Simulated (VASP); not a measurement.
```xyz
3
Lattice="4.9064 0.0000 0.0000 -2.4532 4.2490 0.0000 0.0000 0.0000 3.5222" Properties=species:S:1:pos:R:3 pbc="T T T"
Ca    -2.4532     4.2490     0.0000
Hg     0.0000     2.8327     1.7611
Hg     2.4532     1.4163     1.7611
```

Computed with PBEsol GGA, VASP's PBE PAW potentials (set 64) (plane waves; VASP). Run with 400 eV cut-off, Gaussian smearing of 0.050 eV, potentials Ca_sv Hg.

### Question
Give the energies of bands 10 to 20 at the high-symmetry points, in eV from the Fermi level.

### Answer

```
band      Γ      M      K      A      L      H
----  -----  -----  -----  -----  -----  -----
10    -7.30  -7.30  -7.33  -7.21  -7.06  -7.33
11    -7.18  -7.17  -6.99  -7.21  -6.68  -6.60
12    -7.18  -6.76  -6.99  -6.78  -6.46  -6.43
13    -7.08  -6.47  -6.42  -6.78  -6.30  -6.43
14    -6.59  -6.36  -5.93  -6.19  -6.13  -5.92
15    -6.59  -5.31  -5.12  -5.00  -4.10  -3.68
16     0.09  -5.30  -5.12  -2.91  -2.95  -3.68
17     0.09  -0.51  -2.79   2.15  -0.64  -0.49
18     0.41   0.54   2.08   2.15  -0.29  -0.22
19     1.34   2.64   2.95   2.60   0.03  -0.22
20     4.14   3.13   2.95   3.32   3.57   3.42
```

It has no gap at this level: it comes out as a metal or semimetal.

The structure comes from a computed database's CaHg2 entry (P6/mmm); how it stands against other phases isn't given here. It was relaxed first.
